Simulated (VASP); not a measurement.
# Na2C (I4/mmm) in VASP: single point with PBE

Aim: the single point of Na2C with PBE.

Program: VASP 6.6.1. These are calculated values, not measurements. Logs are shortened: lines on timing, memory, paths and dates and some standing lists are left out, and cuts for length are marked.

## 1. The cell of the first run

Symmetry: I4/mmm, No. 139, tetragonal system. The conventional cell has a = 3.121 Å, b = 3.121 Å, c = 12.136 Å, α = 90.00°, β = 90.00°, γ = 90.00°. Around Na (site symmetry 4mm) lie 4 C at 2.61 Å and 1 Na at 2.80 Å. C (site symmetry 4/mmm) is surrounded by 8 Na at 2.61 Å.

The cell was built by a generator and needn't be a form met in nature.

## 2. Single point, PBE (species swapped into the TiMo2 type (Fmmm, No. 69))

Input file INCAR:

```
PREC = Accurate
ENCUT = 520
EDIFF = 1E-7
ISMEAR = 0
SIGMA = 0.1
LREAL = False
LASPH = True
NELM = 100
ALGO = Fast
ISIF = 2
LWAVE = False
LCHARG = True
GGA = PE
LELF = True
LVHAR = True
NBANDS = 16
```

Input file KPOINTS:

```
regular mesh
0
Gamma
  20 20 20
```

Input file POSCAR:

```
Na2C
1.0
   -1.5606910208      1.5606910208      6.0678642945
    1.5606910208     -1.5606910208      6.0678642945
    1.5606910208      1.5606910208     -6.0678642945
Na C
2 1
Direct
    0.3847457215      0.3847457215      0.0000000000
    0.6152542785      0.6152542785      0.0000000000
    0.0000000000      0.0000000000      0.0000000000
```

Potentials or basis: VASP PAW PBE potentials, release 64 (Na_pv, C).

Started as:

```
$ cat potpaw_PBE.64/Na_pv/POTCAR potpaw_PBE.64/C/POTCAR > POTCAR
$ mpirun -np 1 vasp_std > vasp.out
```

OUTCAR:

```text
PREC = Accurate
   ENCUT = 520
   EDIFF = 1E-7
   ISMEAR = 0
   LREAL = False
   LASPH = True
   NELM = 100
   ISIF = 2
   GGA = PE

 ion  position               nearest neighbor table
   1  0.385  0.385  0.000-
   2  0.615  0.615  0.000-
   3  0.000  0.000  0.000-

  LATTYP: Found a body centered tetragonal cell.
 ALAT       =     3.1213820416
 C/A-ratio  =     3.8879343916

  Lattice vectors:

 A1 = (  -1.5606910208,   1.5606910208,   6.0678642945)
 A2 = (   1.5606910208,  -1.5606910208,   6.0678642945)
 A3 = (   1.5606910208,   1.5606910208,  -6.0678642945)

Analysis of symmetry for initial positions (statically):
=====================================================================
 Subroutine PRICEL returns:
 Original cell was already a primitive cell.

 Routine SETGRP: Setting up the symmetry group for a
 body centered tetragonal supercell.

 Subroutine GETGRP returns: Found 16 space group operations
 (whereof 16 operations were pure point group operations)
 out of a pool of 16 trial point group operations.

The static configuration has the point symmetry D_4h.

Analysis of symmetry for dynamics (positions and initial velocities):
=====================================================================
 Subroutine PRICEL returns:
 Original cell was already a primitive cell.

 Routine SETGRP: Setting up the symmetry group for a
 body centered tetragonal supercell.

 Subroutine GETGRP returns: Found 16 space group operations
 (whereof 16 operations were pure point group operations)
 out of a pool of 16 trial point group operations.

The dynamic configuration has the point symmetry D_4h.

 Subroutine INISYM returns: Found 16 space group operations
 (whereof 16 operations are pure point group operations),
 and found     1 'primitive' translations

----------------------------------------------------------------------------------------

                                     Primitive cell

  volume of cell :      59.1194

  direct lattice vectors                    reciprocal lattice vectors
    -1.560691021  1.560691021  6.067864294     0.000000000  0.320370908  0.082401315
     1.560691021 -1.560691021  6.067864294     0.320370908  0.000000000  0.082401315
     1.560691021  1.560691021 -6.067864294     0.320370908  0.320370908  0.000000000

  length of vectors
     6.456817329  6.456817329  6.456817329     0.330798270  0.330798270  0.453072884

  position of ions in fractional coordinates (direct lattice)
     0.384745722  0.384745722  0.000000000
     0.615254278  0.615254278  0.000000000
     0.000000000  0.000000000  0.000000000

  ion indices of the primitive-cell ions
   primitive index   ion index
                 1           1
                 2           2
                 3           3

----------------------------------------------------------------------------------------

 KPOINTS: regular mesh

Automatic generation of k-mesh.
 Grid dimensions read from file:
 generate k-points for:   20   20   20

 Generating k-lattice:

  Cartesian coordinates                     Fractional coordinates (reciprocal lattice)
     0.000000000  0.016018545  0.004120066     0.050000000  0.000000000 -0.000000000
     0.016018545  0.000000000  0.004120066     0.000000000  0.050000000 -0.000000000
     0.016018545  0.016018545  0.000000000     0.000000000  0.000000000  0.050000000

  Length of vectors
     0.016539914  0.016539914  0.022653644

  Shift w.r.t. Gamma in fractional coordinates (k-lattice)
     0.000000000  0.000000000  0.000000000

 Subroutine IBZKPT returns following result:
 ===========================================

 Found    641 irreducible k-points:

 Following reciprocal coordinates:
            Coordinates               Weight
  0.000000  0.000000  0.000000      1.000000
  0.050000  0.000000 -0.000000      8.000000
  0.100000  0.000000 -0.000000      8.000000
  0.150000  0.000000 -0.000000      8.000000
  0.200000  0.000000 -0.000000      8.000000
  0.250000  0.000000 -0.000000      8.000000
[... 16 lines left out ...]
 -0.400000  0.050000  0.000000     16.000000
 -0.350000  0.050000  0.000000     16.000000
 [... further k-points ...]
   k-points           NKPTS =    641   k-points in BZ     NKDIM =    641   number of bands    NBANDS=     16
   number of dos      NEDOS =    301   number of ions     NIONS =      3
   total plane-waves  NPLWV = 110592
   dimension x,y,z NGX =    48 NGY =   48 NGZ =   48
   dimension x,y,z NGXF=    96 NGYF=   96 NGZF=   96
   ions per type =               2   1
   NGX,Y,Z   is equivalent  to a cutoff of  12.36, 12.36, 12.36 a.u.
   NGXF,Y,Z  is equivalent  to a cutoff of  24.72, 24.72, 24.72 a.u.
 SYSTEM =  unknown system
   PREC   = accura    normal or accurate (medium, high low for compatibility)
   ISTART =      0    job   : 0-new  1-cont  2-samecut
   ICHARG =      2    charge: 1-file 2-atom 10-const
   ISPIN  =      1    spin polarized calculation?
   LNONCOLLINEAR =      F non collinear calculations
   LSORBIT =      F    spin-orbit coupling
   LASPH  =      T    aspherical Exc in radial PAW
   ENCUT  =  520.0 eV  38.22 Ry    6.18 a.u.  12.01 12.01 12.01*2*pi/ulx,y,z
   NELM   =    100;   NELMIN=  2; NELMDL= -5     # of ELM steps
   EDIFF  = 0.1E-06   stopping-criterion for ELM
   LREAL  =      F    real-space projection
   EDIFFG = 0.1E-05   stopping-criterion for IOM
   NSW    =      0    number of steps for IOM
   IBRION =     -1    ionic relax: 0-MD 1-quasi-New 2-CG
   NFREE  =      0    steps in history (QN), initial steepest desc. (CG)
   ISIF   =      2    stress and relaxation
   ISYM   =      2    0-nonsym 1-usesym 2-fastsym
   POTIM  = 0.5000    time-step for ionic-motion
   TEBEG  =    0.0;   TEEND  =   0.0 temperature during run
   PSTRESS=    0.0 pullay stress
   NELECT =      18.0000    total number of electrons
   NUPDOWN=      -1.0000    fix difference up-down
   EMIN   =  10.00;   EMAX   =-10.00  energy-range for DOS
   EFERMI =   0.00;   METHOD = LEGACY
   ISMEAR =     0;   SIGMA  =   0.10  broadening in eV -4-tet -1-fermi 0-gaus
   EFERMI_NEDOS =   21; number of points for ismear=-14 and -15
   IALGO  =     68    algorithm
   IMIX   =      4    mixing-type and parameters
     AMIX     =   0.40;   BMIX     =  1.00
     AMIX_MAG =   1.60;   BMIX_MAG =  1.00
  volume/ion in A,a.u.               =      19.71       132.99
  Fermi-wavevector in a.u.,A,eV,Ry     =   1.101343  2.081236 16.503261  1.212955
  Thomas-Fermi vector in A             =   2.237768
   LORBIT       =      0    0 simple, 1 ext, 2 COOP (PROOUT), +10 PAW based schemes
   GGA     = PE    functional components
   LHFCALC =     F    Hartree Fock is set to
   AEXX    =    0.0000 exact exchange contribution
   IVDW    =     0    specifies the selected vdW correction
   LEPSILON=     F    determine dielectric tensor
   LRPA    =     F    only Hartree local field effects (RPA)
 non-spin polarized calculation
 RMM-DIIS sequential band-by-band and
 Gauss-broadening in eV      SIGMA  =   0.10
  energy-cutoff  :      520.00
  volume of cell :       59.12
 maximum number of plane-waves:      1620
   NGX = 23   NGY = 23   NGZ = 23

 number of electron      17.9999996 magnetization

 Free energy of the ion-electron system (eV)
  ---------------------------------------------------
  ext. energy  EPLUGINS =         0.00000000
  ---------------------------------------------------
  free energy    TOTEN  =        -7.78305602 eV

  energy without entropy =       -7.77520231  energy(sigma->0) =       -7.77912917

 E-fermi :   1.0862     XC(G=0):  -8.0422

 val. band max:        1.0835986160   @ k =  -0.2000  -0.4000   0.2000
 cond. band min:       1.0875625421   @ k =   0.4500   0.2000   0.1000
 fundamental gap:      0.0039639261
 Fermi energy:         1.0861909311

 k-point     1 :       0.0000    0.0000    0.0000
  band No.  band energies     occupation
      1     -22.5355      2.00000
      2     -22.3784      2.00000
      3     -22.3395      2.00000
      4     -22.3395      2.00000
      5     -22.3256      2.00000
      6     -22.3256      2.00000
[... 8 lines left out ...]
     15      11.9245      0.00000
     16      12.5921      0.00000

 k-point     2 :       0.0500    0.0000   -0.0000
  band No.  band energies     occupation
      1     -22.5348      2.00000
      2     -22.3783      2.00000
      3     -22.3426      2.00000
      4     -22.3393      2.00000
      5     -22.3283      2.00000
      6     -22.3253      2.00000
[... 8 lines left out ...]
     15      11.9591      0.00000
     16      12.0733      0.00000

 k-point     3 :       0.1000    0.0000   -0.0000
  band No.  band energies     occupation
      1     -22.5328      2.00000
      2     -22.3780      2.00000
      3     -22.3515      2.00000
      4     -22.3385      2.00000
      5     -22.3362      2.00000
      6     -22.3246      2.00000
[... 8 lines left out ...]
     15      11.4768      0.00000
     16      12.0757      0.00000

 k-point     4 :       0.1500    0.0000   -0.0000
  band No.  band energies     occupation
      1     -22.5296      2.00000
      2     -22.3777      2.00000
      3     -22.3653      2.00000
      4     -22.3484      2.00000
      5     -22.3374      2.00000
      6     -22.3233      2.00000
[... 8 lines left out ...]
     15      11.6662      0.00000
     16      12.2400      0.00000

 k-point     5 :       0.2000    0.0000   -0.0000
  band No.  band energies     occupation
      1     -22.5257      2.00000
      2     -22.3832      2.00000
      3     -22.3767      2.00000
      4     -22.3637      2.00000
      5     -22.3359      2.00000
      6     -22.3218      2.00000
[... 8 lines left out ...]
     15      11.7814      0.00000
     16      12.4515      0.00000

 k-point     6 :       0.2500    0.0000   -0.0000
  band No.  band energies     occupation
      1     -22.5213      2.00000
      2     -22.4022      2.00000
      3     -22.3811      2.00000
      4     -22.3760      2.00000
      5     -22.3343      2.00000
      6     -22.3202      2.00000
[... 8 lines left out ...]
     15      11.6304      0.00000
     16      12.6997      0.00000

 k-point     7 :       0.3000    0.0000   -0.0000
  band No.  band energies     occupation
      1     -22.5168      2.00000
      2     -22.4213      2.00000
      3     -22.3978      2.00000
      4     -22.3757      2.00000
      5     -22.3326      2.00000
      6     -22.3185      2.00000
[... 8 lines left out ...]
     15      11.2173      0.00000
     16      12.8929      0.00000

 k-point     8 :       0.3500    0.0000   -0.0000
  band No.  band energies     occupation
      1     -22.5128      2.00000
      2     -22.4385      2.00000
      3     -22.4130      2.00000
      4     -22.3752      2.00000
      5     -22.3311      2.00000
      6     -22.3170      2.00000
[... 8 lines left out ...]
     15      11.2486      0.00000
     16      12.9817      0.00000

 k-point     9 :       0.4000    0.0000   -0.0000
  band No.  band energies     occupation
      1     -22.5096      2.00000
      2     -22.4521      2.00000
      3     -22.4250      2.00000
      4     -22.3749      2.00000
      5     -22.3300      2.00000
      6     -22.3158      2.00000
[... 8 lines left out ...]
     15      11.5085      0.00000
     16      13.0364      0.00000
[... 172 lines left out ...]
 k-point    19 :       0.4000    0.0500   -0.0000
  band No.  band energies     occupation
      1     -22.5089      2.00000
      2     -22.4515      2.00000
      3     -22.4246      2.00000
      4     -22.3750      2.00000
      5     -22.3328      2.00000
      6     -22.3183      2.00000
[... 8 lines left out ...]
     15      11.5952      0.00000
     16      12.9404      0.00000

 k-point    20 :       0.4500    0.0500    0.0000
  band No.  band energies     occupation
      1     -22.5070      2.00000
      2     -22.4602      2.00000
      3     -22.4323      2.00000
      4     -22.3746      2.00000
      5     -22.3320      2.00000
      6     -22.3175      2.00000
[... 8 lines left out ...]
     15      11.7615      0.00000
     16      13.0454      0.00000

 k-point    21 :       0.5000    0.0500   -0.0000
  band No.  band energies     occupation
      1     -22.5064      2.00000
      2     -22.4632      2.00000
      3     -22.4350      2.00000
      4     -22.3743      2.00000
      5     -22.3317      2.00000
      6     -22.3173      2.00000
[... 8 lines left out ...]
     15      11.8079      0.00000
     16      13.1444      0.00000

 k-point    22 :      -0.4500    0.0500    0.0000
  band No.  band energies     occupation
      1     -22.5073      2.00000
      2     -22.4602      2.00000
      3     -22.4324      2.00000
      4     -22.3742      2.00000
      5     -22.3320      2.00000
      6     -22.3176      2.00000
[... 8 lines left out ...]
     15      11.7434      0.00000
     16      13.0625      0.00000

 k-point    23 :      -0.4000    0.0500    0.0000
  band No.  band energies     occupation
      1     -22.5095      2.00000
      2     -22.4515      2.00000
      3     -22.4247      2.00000
      4     -22.3743      2.00000
      5     -22.3327      2.00000
      6     -22.3184      2.00000
[... 8 lines left out ...]
     15      11.5666      0.00000
     16      12.9935      0.00000

 k-point    24 :      -0.3500    0.0500    0.0000
  band No.  band energies     occupation
      1     -22.5128      2.00000
      2     -22.4379      2.00000
      3     -22.4127      2.00000
      4     -22.3745      2.00000
      5     -22.3339      2.00000
      6     -22.3196      2.00000
[... 8 lines left out ...]
     15      11.3095      0.00000
     16      13.0004      0.00000

 [... further k-points ...]
[... 5 lines left out ...]
  --------------------------------------------------------------------------------------
  -------------------------------------------------------------------------------------
  Total        0.0220398      0.0220398      0.0068273      0.0000000      0.0000000      0.0000000
  in kB        0.5972939      0.5972939      0.1850258      0.0000000      0.0000000      0.0000000
  external PRESSURE =       0.4598712 kB  Pullay stress =       0.0000000 kB

 VOLUME and BASIS-vectors are now :
 -----------------------------------------------------------------------------
  energy-cutoff  :      520.00
  volume of cell :       59.12
      direct lattice vectors                 reciprocal lattice vectors
    -1.560691021  1.560691021  6.067864294     0.000000000  0.320370908  0.082401315
     1.560691021 -1.560691021  6.067864294     0.320370908  0.000000000  0.082401315
     1.560691021  1.560691021 -6.067864294     0.320370908  0.320370908  0.000000000

 POSITION                                       TOTAL-FORCE (eV/Angst)
 -----------------------------------------------------------------------------------
      0.00000      0.00000      4.66917        -0.000000     -0.000000     -0.006400
      0.00000      0.00000      7.46656         0.000000     -0.000000      0.006400
      0.00000      0.00000      0.00000         0.000000      0.000000     -0.000000
 -----------------------------------------------------------------------------------
    total drift:                               -0.000000     -0.000000      0.000000

  FREE ENERGIE OF THE ION-ELECTRON SYSTEM (eV)
  ---------------------------------------------------
  free  energy   TOTEN  =        -7.7830560234 eV

  energy  without entropy=       -7.7752023129  energy(sigma->0) =       -7.77912917
```

It took 19 min on 1 thread of Intel Xeon 6975P-C (Granite Rapids), shared host; peak memory 0.69 GiB.

Results:

```
Free energy            : -7.7831 eV
Pressure               : 0.0 GPa
Largest force          : 0.006 eV/Å
Band gap on the k mesh : none (metal or under the smearing width)
```

Forces on the atoms (eV/Å):
```
Na   0.000  0.000 -0.006
Na   0.000  0.000  0.006
C    0.000  0.000  0.000
```
